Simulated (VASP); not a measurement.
Ru: single point with PBEsol

The system is Ru.

```
Ru
1.0
     2.68923    0.00000    0.00000
    -1.34462    2.32894    0.00000
     0.00000    0.00000    4.25201
Ru
2
Direct
  0.33333 0.66667 0.25000
  0.66667 0.33333 0.75000
```

```yaml
Program: VASP 6.6.1
Task: single point
Functional: PBEsol
Potentials_or_basis: VASP PAW PBE potentials, release 64 (Ru_pv)
Cutoff: 520 eV
k_mesh: 18 × 18 × 10
Occupations: gaussian, width 0.5 eV
Spin: no spin polarisation
Further_INCAR_settings: ALGO = Normal; EDIFF = 1e-06
```

| Quantity | Value |
| --- | --- |
| Pressure | 0.9 GPa |
| Band gap on the k mesh | none (metal or under the smearing width) |

Stress tensor (GPa, compression positive):
```
1.07 0.00 0.00
0.00 1.07 0.00
0.00 0.00 0.68
```

Levels at points of the mesh, in eV from the Fermi level:
```csv
k point,band 11,band 12,band 13,band 14,band 15,band 16,band 17,band 18
"(0.00, 0.00, 0.00)",-2.51,-1.99,-1.99,-1.45,-1.45,1.22,1.22,1.25
"(0.50, 0.00, 0.00)",-2.15,-1.88,-1.58,1.47,1.91,1.99,4.15,6.22
"(0.50, 0.50, 0.00)",-2.15,-1.88,-1.58,1.47,1.91,1.99,4.15,6.22
"(0.00, 0.00, 0.50)",-2.87,-2.87,-2.81,-2.81,0.56,0.56,0.56,0.56
"(0.50, 0.00, 0.50)",-1.11,-1.11,0.43,0.43,1.74,1.74,3.43,3.43
"(0.50, 0.50, 0.50)",-1.11,-1.11,0.43,0.43,1.74,1.74,3.43,3.43
```

It took 68 s on 1 thread of Intel(R) Xeon(R) 6975P-C (Granite Rapids) (shared host), peak memory 0.31 GiB.

Caveat: the PAW data sets were made with another functional, which shifts forces and pressure a little.
